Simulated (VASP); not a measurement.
An input for Quantum ESPRESSO's pw.x (written as the equivalent of a VASP run, and not itself run):

```
&CONTROL
  calculation = 'scf'
  pseudo_dir = './pseudo'
  outdir = './out'
  tprnfor = .true.
  tstress = .false.
/
&SYSTEM
  ibrav = 0
  nat = 2
  ntyp = 2
  ecutwfc = 46.3
  occupations = 'smearing'
  smearing = 'gaussian'
  degauss = 0.003675
  input_dft = 'hse'
  nqx1 = 6
  nqx2 = 6
  nqx3 = 6
  screening_parameter = 0.1058
/
&ELECTRONS
  conv_thr = 7.3e-08
  electron_maxstep = 60
/
ATOMIC_SPECIES
  Rb 85.468 Rb.upf
  Br 79.904 Br.upf
CELL_PARAMETERS angstrom
     0.0000000    3.5480027    3.5480027
     3.5480027    0.0000000    3.5480027
     3.5480027    3.5480027    0.0000000
ATOMIC_POSITIONS crystal
  Rb   0.0000000  0.0000000  0.0000000
  Br   0.5000000  0.5000000  0.5000000
K_POINTS automatic
  6 6 6 0 0 0
```

Q: Translate this input to VASP (INCAR, KPOINTS, POSCAR, choice of POTCAR).

A: This is not unique; one that fits is 
**INCAR**
```
# general
SYSTEM    =  RbBr
PREC      =  Accurate
ENCUT     =  520   # plane-wave cut-off (eV)
LREAL     =  .FALSE.   # projection in real space or not
LASPH     =  .TRUE.   # aspherical one-centre terms
ISYM      =  3

# electronic loop
EDIFF     =  1E-6   # SCF stop (eV)
NELM      =  60   # most electronic steps
ALGO      =  Normal   # blocked Davidson
LMAXMIX   =  4   # l cut-off of mixed one-centre charges

# smearing
ISMEAR    =  0   # Gaussian
SIGMA     =  0.05   # width (eV)

# functional
GGA       =  PE   # PBE
LHFCALC   =  .TRUE.
AEXX      =  0.25
HFSCREEN  =  0.2
PRECFOCK  =  Fast

# ions
ISIF      =  2   # forces and stress, cell fixed

# output
LWAVE     =  .FALSE.
LCHARG    =  .FALSE.
```

### KPOINTS
```
Regular mesh
0
gamma
  6 6 6
```

**POSCAR**
```
RbBr
1
    0.0000000000     3.5480027059     3.5480027059
    3.5480027059     0.0000000000     3.5480027059
    3.5480027059     3.5480027059     0.0000000000
Rb Br
1 1
Direct
  0.0000000000   0.0000000000   0.0000000000
  0.5000000000   0.5000000000   0.5000000000
```

POTCAR, in this order: Rb_sv Br (PBE.64 set). Program: vasp_std. Read from the step before: WAVECAR.

The two are equivalent in intent, not identical: the potentials are each code's own (VASP's PAW set, PseudoDojo norm-conserving files in pw.x), so ENCUT and ecutwfc are chosen apart and not converted; conv_thr bounds pw.x's estimated SCF error, while EDIFF bounds the energy change between steps.

The compound is RbBr in the rock salt structure. This cell is one point of a volume scan, at 1.03 of the reference volume.
